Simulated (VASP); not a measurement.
VASP ran on this input.

**INCAR**
```
NELM = 100
ISMEAR = 0
ENCUT = 520   # plane-wave cut-off (eV)
LREAL = F   # projection in real space or not
LASPH = T   # aspherical one-centre terms
ISIF = 2
PREC = Accurate
SYSTEM = KMgF3
SIGMA = 0.05   # width (eV)
ALGO = Normal
LCHARG = F
LWAVE = F
EDIFF = 1E-7
```

KPOINTS:
```
Automatic mesh
0
Gamma
6 6 6
0 0 0
```

### POSCAR
```
KMgF3
3.8570
  1.0000001197   0.0000000000   0.0000000000
  0.0000000000   1.0000001197   0.0000000000
  0.0000000000   0.0000000000   1.0000001197
K Mg F
1 1 3
Direct
  0.0000000000   0.0000000000   0.0000000000
  0.5000000000   0.5000000000   0.5000000000
  0.5000000000   0.0000000000   0.5000000000
  0.0000000000   0.5000000000   0.5000000000
  0.5000000000   0.5000000000   0.0000000000
```

POTCAR, in this order: K_sv Mg F (LDA.64 set). Program: vasp_std.

Q: Translate this LDA calculation to Ansatz.

A: One equivalent input (not run):
Ansatz 0.2 input:
```yaml
crystal:
  lattice:
    - [3.8570005, 0.0000000, 0.0000000]
    - [0.0000000, 3.8570005, 0.0000000]
    - [0.0000000, 0.0000000, 3.8570005]
  atoms:
    - { symbol: K, position: [0.0000000, 0.0000000, 0.0000000] }
    - { symbol: Mg, position: [0.5000000, 0.5000000, 0.5000000] }
    - { symbol: F, position: [0.5000000, 0.0000000, 0.5000000] }
    - { symbol: F, position: [0.0000000, 0.5000000, 0.5000000] }
    - { symbol: F, position: [0.5000000, 0.5000000, 0.0000000] }
kpoints:
  mp_grid: { grid: [6, 6, 6] }
hamiltonian:
  xc: lda
  pseudopotentials: { kind: paw }
scf:
  occupations: { method: gaussian, width: 0.05 }
  max_iter: 100
output: { forces: true, stress: true, eigenvalues: true }
```
Limits of the translation: each code has its own PAW files, so the cut-off isn't converted (ENCUT is set for VASP's; basis.ecutwfc is left out, and Ansatz then takes the one that its files recommend); Ansatz stops its SCF on the density residual and VASP on the energy change (EDIFF); Ansatz's lda is the Perdew-Wang form, while the LDA potentials of VASP carry Perdew-Zunger's.

The compound is KMgF3 in the cubic perovskite structure. This cell is one point of a volume scan, at 0.97 of the reference volume.
